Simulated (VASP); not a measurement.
The system is Ta.

```
Ta
1.0
    -1.65128    1.65128    1.65128
     1.65128   -1.65128    1.65128
     1.65128    1.65128   -1.65128
Ta
1
Direct
  0.00000 0.00000 0.00000
```

Base run:

```yaml
Program: VASP 6.6.1
Functional: PBE
Potentials_or_basis: VASP PAW PBE potentials, release 64 (Ta_pv)
Cutoff: 520 eV
k_mesh: 18 × 18 × 18
Occupations: gaussian, width 0.1 eV
Spin: no spin polarisation
```

Its results: band gap on the k mesh none (metal or under the smearing width); pressure 3.0 GPa.

**Question.** The run is repeated on the same cell with these changes: k mesh from 18 × 18 × 18 to 8 × 8 × 8. What comes out?

**Answer.** Band gap on the k mesh none (metal or under the smearing width); pressure 1.1 GPa.

Not every run made on this cell is shown here.
